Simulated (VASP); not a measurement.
VASP input:

**KPOINTS**
```
Automatic mesh
0
Gamma
5 5 1
0 0 0
```

### INCAR
```
ALGO  =  Normal
EDIFF  =  1E-6
ENCUT  =  300
ISIF  =  2
ISMEAR  =  -1
LASPH  =  .True.
LCHARG  =  .False.
LMAXMIX  =  4
LREAL  =  .False.
LWAVE  =  .False.
NELM  =  100
PREC  =  Accurate
SIGMA  =  0.01
SYSTEM  =  MoSe2
```

**POSCAR**
```
MoSe2
25.860
  0.0636117556  -0.1101788090   0.0000000000
  0.0636117556   0.1101788090   0.0000000000
  0.0000000000   0.0000000000   0.5000000000
Mo Se
2 4
Cartesian
  0.0636117556   0.0367263431   0.1250000000
  0.0636117556  -0.0367263431   0.3750000000
  0.0636117556   0.0367263431   0.4395000000
  0.0636117556  -0.0367263431   0.1895000000
  0.0636117556  -0.0367263431   0.0605000000
  0.0636117556   0.0367263431   0.3105000000
```

POTCAR, in this order: Mo_sv Se (LDA.64 set). Program: vasp_std.

Q: Translate this LDA calculation to Quantum ESPRESSO's pw.x.

A: One equivalent input (not run):
```
&CONTROL
  calculation = 'scf'
  pseudo_dir = './pseudo'
  outdir = './out'
  tprnfor = .true.
  tstress = .true.
/
&SYSTEM
  ibrav = 0
  nat = 6
  ntyp = 2
  ecutwfc = 86
  occupations = 'smearing'
  smearing = 'fermi-dirac'
  degauss = 0.000735
  input_dft = 'pz'
/
&ELECTRONS
  conv_thr = 7.3e-08
  electron_maxstep = 100
/
ATOMIC_SPECIES
  Mo 95.950 Mo.upf
  Se 78.971 Se.upf
CELL_PARAMETERS angstrom
     1.6450000   -2.8492240    0.0000000
     1.6450000    2.8492240    0.0000000
     0.0000000    0.0000000   12.9300000
ATOMIC_POSITIONS crystal
  Mo   0.3333330  0.6666670  0.2500000
  Mo   0.6666670  0.3333330  0.7500000
  Se   0.3333330  0.6666670  0.8790000
  Se   0.6666670  0.3333330  0.3790000
  Se   0.6666670  0.3333330  0.1210000
  Se   0.3333330  0.6666670  0.6210000
K_POINTS automatic
  5 5 1 0 0 0
```
What does not carry over: the potentials are each code's own (VASP's PAW set, PseudoDojo norm-conserving files in pw.x), so ENCUT and ecutwfc are chosen apart and not converted; conv_thr bounds pw.x's estimated SCF error, while EDIFF bounds the energy change between steps.

The structure is a typed MoSe2 crystal (P6_3/mmc). The cell was not relaxed at this level. The k-mesh is coarse (spacing up to 0.49 per Å, 2π included), so the numbers may not be converged in it. The run is one of a series of settings (GGA removed, POTCAR Mo_sv Se (LDA.64 set) against the base run), some of them coarse on purpose.
